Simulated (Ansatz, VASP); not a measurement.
# InCo3N in two plane-wave programs, part 2 of 2

Aim: how closely do two programs agree when they are given the same cell, functional and k mesh? The cell is taken from a series of runs on this material, whose earlier steps may have relaxed, scaled, displaced or heated it; both programs get it as it stands.

VASP 6.6.1 and Ansatz 0.2.0.

So far: Set-up; Ansatz: relaxation of cell and atoms, PBEsol.

## Step 3: VASP: relaxation of cell and atoms, PBEsol

Level of this step: PBEsol, spin-polarised from a ferromagnetic start; plane waves and PAW (In_d, Co, N) (VASP).

The same cell, functional, mesh and smearing now go to VASP, with its own data sets.

Lines of VASP's logs that name or quote its potential files are left out, and so is its time.

The input, INCAR:

```
SYSTEM = InCo3N
PREC = Accurate
ENCUT = 600
EDIFF = 1E-07
NELM = 200
ISMEAR = 0
SIGMA = 0.15
LREAL = .FALSE.
ALGO = Normal
GGA = PS
NBANDS = 33
ISPIN = 2
MAGMOM = -0.03 0.82 0.82 0.82 0.1
LASPH = .TRUE.
LMAXMIX = 4
LORBIT = 11
LWAVE = .FALSE.
LCHARG = .FALSE.
ISIF = 3
IBRION = 2
NSW = 80
EDIFFG = -0.005
GGA_COMPAT = .FALSE.
NELMIN = 4
KPAR = 2
```

The input, POSCAR:

```
InCo3N
1.0
    3.7918990000      0.0000000000      0.0000000000
    0.0000000000      3.7918990000      0.0000000000
    0.0000000000      0.0000000000      3.7918990000
In Co N
1 3 1
Direct
    0.0000000000      0.0000000000      0.0000000000
    0.5000000000      0.5000000000      0.0000000000
    0.5000000000      0.0000000000      0.5000000000
    0.0000000000      0.5000000000      0.5000000000
    0.5000000000      0.5000000000      0.5000000000
```

The input, KPOINTS:

```
Automatic mesh
0
Gamma
12 12 12
0 0 0
```

The projector-augmented-wave data sets are In_d, Co and N (PBE family, release 64).

Run with:

```bash
$ mpirun -np 2 vasp_std
```

Numbers of over 12 decimals in the logs are rounded to 6 here.

The log of the run:

```text
[banner, memory and clock lines left out]
running    2 mpi-ranks, on    1 nodes
 distrk:  each k-point on    1 cores,    2 groups
 distr:  one band on    1 cores,    1 groups

 POSCAR found type information on POSCAR InCoN
 POSCAR found :  3 types and       5 ions
|                                                                             |
|               ----> ADVICE to this user running VASP <----                  |
|                                                                             |
|     You enforced a specific xc type in the INCAR file but a different       |
|     [... a line on the potential file left out ...]
|     I HOPE YOU KNOW WHAT YOU ARE DOING!                                     |
|                                                                             |

 LDA part: xc-table for (Slater+PW92), standard interpolation
 POSCAR, INCAR and KPOINTS ok, starting setup
 FFT: planning ... GRIDC
 FFT: planning ... GRID_SOFT
 FFT: planning ... GRID
 WAVECAR not read
 entering main loop
       N       E                     dE             d eps       ncg     rms          rms(c)
DAV:   1     0.407265778206E+03    0.40727E+03   -0.21509E+04 11256   0.212E+03
DAV:   2     0.787359167709E+01   -0.39939E+03   -0.37366E+03 11163   0.436E+02
DAV:   3    -0.382751161354E+02   -0.46149E+02   -0.43619E+02 12245   0.168E+02
DAV:   4    -0.402568734376E+02   -0.19818E+01   -0.19615E+01 12678   0.354E+01
DAV:   5    -0.403314347374E+02   -0.74561E-01   -0.74541E-01 15544   0.625E+00    0.254E+01
DAV:   6    -0.395590212159E+02    0.77241E+00   -0.35618E+01 13769   0.841E+01    0.179E+01
DAV:   7    -0.356458107549E+02    0.39132E+01   -0.14457E+01 13058   0.592E+01    0.794E+00
DAV:   8    -0.355818105409E+02    0.64000E-01   -0.11472E+00 13687   0.900E+00    0.305E+00
DAV:   9    -0.355632387851E+02    0.18572E-01   -0.64522E-02 17322   0.233E+00    0.141E+00
DAV:  10    -0.355613498969E+02    0.18889E-02   -0.18789E-02 13880   0.109E+00    0.917E-01
DAV:  11    -0.355604170089E+02    0.93289E-03   -0.23955E-03 16518   0.597E-01    0.362E-01
DAV:  12    -0.355603473825E+02    0.69626E-04   -0.33316E-04 12955   0.184E-01    0.695E-02
DAV:  13    -0.355603340074E+02    0.13375E-04   -0.13517E-04 15381   0.128E-01    0.512E-02
DAV:  14    -0.355603335314E+02    0.47597E-06   -0.80865E-06 13420   0.302E-02    0.196E-02
DAV:  15    -0.355603335134E+02    0.18017E-07   -0.63562E-07 14088   0.699E-03
   1 F= -.35560334E+02 E0= -.35541952E+02  d E =-.355603E+02  mag=     2.5532
 curvature:   0.00 expect dE= 0.000E+00 dE for cont linesearch  0.000E+00
 trial: gam= 0.00000 g(F)=  0.000E+00 g(S)=  0.173E-03 ort = 0.000E+00 (trialstep = 0.100E+01)
 search vector abs. value=  0.173E-03
 bond charge predicted
       N       E                     dE             d eps       ncg     rms          rms(c)
DAV:   1    -0.355627653081E+02   -0.24318E-02   -0.40253E-02 11500   0.273E+00    0.403E-01
DAV:   2    -0.355615217169E+02    0.12436E-02   -0.12109E-02 11847   0.172E+00    0.246E-01
DAV:   3    -0.355604376155E+02    0.10841E-02   -0.33222E-03 13110   0.100E+00    0.106E-01
DAV:   4    -0.355603272046E+02    0.11041E-03   -0.26376E-04 16295   0.202E-01    0.509E-02
DAV:   5    -0.355603140359E+02    0.13169E-04   -0.15806E-05 17305   0.411E-02    0.374E-02
DAV:   6    -0.355603102733E+02    0.37626E-05   -0.22130E-06 12711   0.121E-02    0.201E-02
DAV:   7    -0.355603093230E+02    0.95030E-06   -0.12283E-06 14724   0.958E-03    0.341E-03
DAV:   8    -0.355603092029E+02    0.12004E-06   -0.26641E-07 10710   0.526E-03    0.239E-03
DAV:   9    -0.355603091249E+02    0.77999E-07   -0.69134E-08  5881   0.303E-03
   2 F= -.35560309E+02 E0= -.35541885E+02  d E =0.243885E-04  mag=     2.5437
 trial-energy change:    0.000024  1 .order    0.000024   -0.000173    0.000221
 step:   0.4371(harm=  0.4401)  dis= 0.00000  next Energy=   -35.560371 (dE=-0.378E-04)
 bond charge predicted
       N       E                     dE             d eps       ncg     rms          rms(c)
DAV:   1    -0.355611551897E+02   -0.84599E-03   -0.12781E-02 11487   0.154E+00    0.226E-01
DAV:   2    -0.355607625744E+02    0.39262E-03   -0.38627E-03 11841   0.971E-01    0.139E-01
DAV:   3    -0.355604152170E+02    0.34736E-03   -0.10584E-03 13051   0.566E-01    0.596E-02
DAV:   4    -0.355603782582E+02    0.36959E-04   -0.83275E-05 16274   0.113E-01    0.287E-02
DAV:   5    -0.355603730331E+02    0.52251E-05   -0.49849E-06 17279   0.231E-02    0.211E-02
DAV:   6    -0.355603710647E+02    0.19683E-05   -0.69210E-07 12468   0.679E-03    0.113E-02
DAV:   7    -0.355603698461E+02    0.12187E-05   -0.37793E-07 12317   0.537E-03    0.191E-03
DAV:   8    -0.355603698918E+02   -0.45787E-07   -0.80627E-08  6163   0.318E-03
   3 F= -.35560370E+02 E0= -.35541974E+02  d E =-.363785E-04  mag=     2.5492
 curvature:  -0.22 expect dE=-0.602E-07 dE for cont linesearch -0.602E-07
 trial: gam= 0.00000 g(F)=  0.105E-67 g(S)=  0.273E-06 ort =-0.689E-05 (trialstep = 0.887E+00)
 search vector abs. value=  0.274E-06
 reached required accuracy - stopping structural energy minimisation
```

Parts of OUTCAR (step 3):

```text
ion  position               nearest neighbor table
   1  0.000  0.000  0.000-   2 2.68   3 2.68   4 2.68   3 2.68   4 2.68   2 2.68   4 2.68   4 2.68
                             2 2.68   3 2.68   3 2.68   2 2.68
   2  0.500  0.500  0.000-   5 1.90   5 1.90   4 2.68   1 2.68   3 2.68   4 2.68   3 2.68   1 2.68
                             3 2.68   3 2.68   1 2.68   4 2.68   4 2.68   1 2.68
   3  0.500  0.000  0.500-   5 1.90   5 1.90   4 2.68   1 2.68   1 2.68   2 2.68   2 2.68   4 2.68
                             2 2.68   2 2.68   1 2.68   4 2.68   1 2.68   4 2.68
   4  0.000  0.500  0.500-   5 1.90   5 1.90   3 2.68   1 2.68   1 2.68   2 2.68   1 2.68   3 2.68
                             1 2.68   2 2.68   3 2.68   2 2.68   2 2.68   3 2.68
   5  0.500  0.500  0.500-   2 1.90   3 1.90   4 1.90   2 1.90   3 1.90   4 1.90

  LATTYP: Found a simple cubic cell.
 ALAT       =     3.7918990000

 Subroutine GETGRP returns: Found 48 space group operations
 (whereof 48 operations were pure point group operations)

The static configuration has the point symmetry O_h .

 Found     84 irreducible k-points:

   k-points           NKPTS =     84   k-points in BZ     NKDIM =     84   number of bands    NBANDS=     33

   dimension x,y,z NGX =    30 NGY =   30 NGZ =   30
   dimension x,y,z NGXF=    60 NGYF=   60 NGZF=   60

   ENCUT  =  600.0 eV  44.10 Ry    6.64 a.u.   7.57  7.57  7.57*2*pi/ulx,y,z

   NELECT =      45.0000    total number of electrons

 k-points in reciprocal lattice and weights: Automatic mesh
   0.00000000  0.00000000  0.00000000       0.001
   0.08333333  0.00000000  0.00000000       0.003
   0.16666667  0.00000000  0.00000000       0.003
   0.25000000  0.00000000  0.00000000       0.003
   0.33333333  0.00000000  0.00000000       0.003
   0.41666667  0.00000000  0.00000000       0.003
   0.50000000  0.00000000  0.00000000       0.002
   0.08333333  0.08333333  0.00000000       0.007
   0.16666667  0.08333333  0.00000000       0.014
[...]
0.50000000  0.50000000  0.41666667       0.003
   0.50000000  0.50000000  0.50000000       0.001

 average (electrostatic) potential at core
       1 -89.6513       2 -77.0211       3 -77.0211       4 -77.0211       5 -59.3262

 E-fermi :  11.3437

 spin component 1
 k-point     1 :       0.0000    0.0000    0.0000
  band No.  band energies     occupation
    ...
     20      10.0726      1.00000
     21      10.4810      1.00000
     22      10.4810      1.00000
     23      10.4810      1.00000
     24      10.8163      1.00000
     25      12.7757      0.00000
     26      13.8687      0.00000
     27      13.8687      0.00000
     28      13.8687      0.00000
     29      17.1996      0.00000
    ...

 k-point     2 :       0.0833    0.0000    0.0000
  band No.  band energies     occupation
    ...
     20      10.0616      1.00000
     21      10.4811      1.00000
     22      10.4828      1.00000
     23      10.4828      1.00000
     24      10.7870      1.00000
     25      12.7869      0.00000
     26      13.6526      0.00000
     27      13.9883      0.00000
     28      13.9883      0.00000
     29      17.2188      0.00000
    ...

 k-point     3 :       0.1667    0.0000    0.0000
  band No.  band energies     occupation
    ...
     20      10.0313      1.00000
     21      10.4813      1.00000
     22      10.4893      1.00000
     23      10.4893      1.00000
     24      10.7003      1.00000
     25      12.8337      0.00000
     26      13.3109      0.00000
     27      14.3119      0.00000
     28      14.3119      0.00000
     29      17.2796      0.00000
    ...

 k-point     4 :       0.2500    0.0000    0.0000
  band No.  band energies     occupation
    ...
     20       9.9894      1.00000
     21      10.4816      1.00000
     22      10.5028      1.00000
     23      10.5028      1.00000
     24      10.5632      1.00000
     25      12.9257      0.00000
     26      13.1308      0.00000
     27      14.7579      0.00000
     28      14.7579      0.00000
     29      17.3917      0.00000
    ...

 k-point     5 :       0.3333    0.0000    0.0000
  band No.  band energies     occupation
    ...
     20       9.9469      1.00000
     21      10.3949      1.00000
     22      10.4818      1.00000
     23      10.5229      1.00000
     24      10.5229      1.00000
     25      12.9699      0.00000
     26      13.1479      0.00000
     27      15.2275      0.00000
     28      15.2275      0.00000
     29      17.5702      0.00000
    ...

 k-point     6 :       0.4167    0.0000    0.0000
  band No.  band energies     occupation
    ...
     20       9.9153      1.00000
     21      10.2413      1.00000
     22      10.4820      1.00000
     23      10.5425      1.00000
     24      10.5425      1.00000
     25      12.9624      0.00000
     26      13.2346      0.00000
     27      15.6037      0.00000
     28      15.6037      0.00000
     29      17.8325      0.00000
    ...

  Total        0.0030735      0.0030735      0.0030735     -0.0000000      0.0000000      0.0000000
  in kB        0.0904074      0.0904074      0.0904074     -0.0000000      0.0000000      0.0000000
  external PRESSURE =       0.0904074 kB  Pullay stress =       0.0000000 kB

  energy-cutoff  :      600.00
  volume of cell :       54.47
      direct lattice vectors                 reciprocal lattice vectors
     3.790661289  0.000000000  0.000000000     0.263806213 -0.000000000  0.000000000
     0.000000000  3.790661289  0.000000000    -0.000000000  0.263806213 -0.000000000
    -0.000000000  0.000000000  3.790661289     0.000000000 -0.000000000  0.263806213

 POSITION                                       TOTAL-FORCE (eV/Angst)
 -----------------------------------------------------------------------------------
      0.00000      0.00000      0.00000         0.000000     -0.000000      0.000000
      1.89533      1.89533      0.00000         0.000000     -0.000000      0.000000
      1.89533      0.00000      1.89533        -0.000000      0.000000      0.000000
     -0.00000      1.89533      1.89533        -0.000000      0.000000      0.000000
      1.89533      1.89533      1.89533        -0.000000      0.000000      0.000000
 -----------------------------------------------------------------------------------
    total drift:                                0.000000      0.000000     -0.000000

  FREE ENERGIE OF THE ION-ELECTRON SYSTEM (eV)
  ---------------------------------------------------
  free  energy   TOTEN  =       -35.5603698918 eV

  energy  without entropy=      -35.5235785043  energy(sigma->0) =      -35.54197420

 reached required accuracy - stopping structural energy minimisation

 total charge
# of ion       s       p       d       tot
------------------------------------------
    1        0.841   0.898   9.928  11.668
    2        0.399   0.552   7.503   8.454
    3        0.399   0.552   7.503   8.454
    4        0.399   0.552   7.503   8.454
    5        1.224   2.478   0.000   3.702
--------------------------------------------------
tot          3.263   5.031  32.437  40.731

 magnetization (x)
# of ion       s       p       d       tot
------------------------------------------
    1       -0.011  -0.025  -0.012  -0.048
    2        0.004  -0.001   0.845   0.849
    3        0.004  -0.001   0.845   0.849
    4        0.004  -0.001   0.845   0.849
    5        0.002   0.092   0.000   0.093
--------------------------------------------------
tot          0.003   0.064   2.524   2.591

[... 6 further parts left out ...]
```

CONTCAR:

```
InCo3N
   1.00000000000000
     3.7906612890617812    0.0000000000000000    0.0000000000000000
     0.0000000000000000    3.7906612890617812    0.0000000000000000
    -0.0000000000000000    0.0000000000000000    3.7906612890617812
  In              Co              N
     1     3     1
Direct
     0.0000000000000000    0.0000000000000000    0.0000000000000000
     0.5000000000000000    0.5000000000000000    0.0000000000000000
     0.5000000000000000    0.0000000000000000    0.5000000000000000
     0.0000000000000000    0.5000000000000000    0.5000000000000000
     0.5000000000000000    0.5000000000000000    0.5000000000000000
```

The magnetic state follows from one typed start and may not be the lowest. The run keeps the 48 symmetry operations of its start, so it cannot find a distortion of lower symmetry.

## Step 4: Differences

Known differences besides the potentials themselves: VASP starts from the moments at which Ansatz ended; the data sets hold 69 valence electrons in Ansatz (on its PAW soft_1 files) and 45 in VASP; the cutoff is 420 eV in Ansatz and 600 eV in VASP; Ansatz makes its cores anew for this functional, VASP keeps those of its PBE data sets; Ansatz adds a Pulay correction to the stress that steers its cell, VASP none; site moments are counted in spheres of each program's own size. Total energies have different zeros and are not compared.

Both answers:

```csv
quantity,Ansatz,VASP,difference
volume (Å³),54.49,54.47,+0.05 %
"edge a after relaxation, in the typed setting (Å)",3.791,3.791,+0.01 %
total moment (μB),2.57,2.55,+0.02
moment on Co2 (μB),0.82,0.85,-0.03
moment on Co3 (μB),0.82,0.85,-0.03
moment on Co4 (μB),0.82,0.85,-0.03
moment on N5 (μB),0.10,0.09,0.00
```

## Step 5: Summary of results

- difference in volume (relaxation of cell and atoms, PBEsol): 0.045 %

The difference in volume is 0.045 % (relaxation of cell and atoms, PBEsol), within the 1.2 % picked in this series as the mark of a large difference, as far as the stopping tolerances let one tell. The data sets hold unlike numbers of valence electrons (69 in Ansatz and 45 in VASP), so part of the differences comes from the potentials. 1 further run of this series is not shown here. Such differences can come from data sets, numerical settings and the points named under the comparisons, not from the functional's error against experiment.

[Lines on the potential files, build, host, timing and source positions are cut from VASP's logs without a mark.]

[Logs are printed without paths, hosts, clocks, repeated set-up lines and the standing remarks that a program may print on its own settings, such as how far it seeks lower states.]

[Hosts, paths, dates, database ids (printed as entryN), source tags and the programs' standing remarks are cut or masked in the printed files.]
